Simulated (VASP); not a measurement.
A convergence study with VASP on BaTiO₃ (cubic perovskite): one setting is varied, all else stays as given below, so the limit is that of these other settings. Each run relaxes cell and ions from the cell shown.

```yaml
crystal:
  lattice:
    - [4.00000, 0.00000, 0.00000]
    - [0.00000, 4.00000, 0.00000]
    - [0.00000, 0.00000, 4.00000]
  atoms:
    - { symbol: Ba, position: [0.00000, 0.00000, 0.00000] }
    - { symbol: Ti, position: [0.50000, 0.50000, 0.50000] }
    - { symbol: O, position: [0.50000, 0.00000, 0.50000] }
    - { symbol: O, position: [0.00000, 0.50000, 0.50000] }
    - { symbol: O, position: [0.50000, 0.50000, 0.00000] }
```

All values below come from PBE GGA, VASP's PBE PAW potentials (set 64) (plane waves; VASP). The tightest run used: 700 eV cut-off, 9×9×9 Γ-centred mesh, Gaussian smearing of 0.050 eV, potentials Ba_sv Ti_sv O.

Unless said otherwise, spin-orbit coupling is left out, though it shifts the bands of the heavy elements here. Gaps are read on the run's mesh, which can miss a band edge.

### Question
The settings run are 2×2×2 mesh; 3×3×3 mesh; 4×4×4 mesh; 5×5×5 mesh; 6×6×6 mesh; 7×7×7 mesh; 8×8×8 mesh; 9×9×9 mesh. From which on does the relaxed volume stay within 0.05 Å³/atom of the tightest run?

### Answer
From 3×3×3 mesh on: it is off by 0.021 there and by no more than 0.05 in any finer run, while 2×2×2 mesh is off by 0.190.
```tsv
setting	relaxed volume (Å³/atom)	E (eV/atom)	gap on the mesh (eV)	irreducible k-points	difference judged (Å³/atom)
2×2×2 mesh	13.294	-7.8480	1.290	4	0.190
3×3×3 mesh	13.126	-7.9802	1.787	4	0.021
4×4×4 mesh	13.108	-7.9965	1.684	10	0.003
5×5×5 mesh	13.105	-7.9992	1.811	10	0.000
6×6×6 mesh	13.104	-7.9997	1.702	20	0.000
7×7×7 mesh	13.105	-7.9998	1.761	20	0.000
8×8×8 mesh	13.105	-7.9998	1.703	35	0.000
9×9×9 mesh	13.104	-7.9999	1.739	35	0.000
```

Left out are rungs that failed or repeat a setting and relaxations that didn't move; long series are thinned to 24 rows.

The compound is BaTiO3 in the cubic perovskite structure, the ideal cubic form; the compound distorts at low or room temperature.
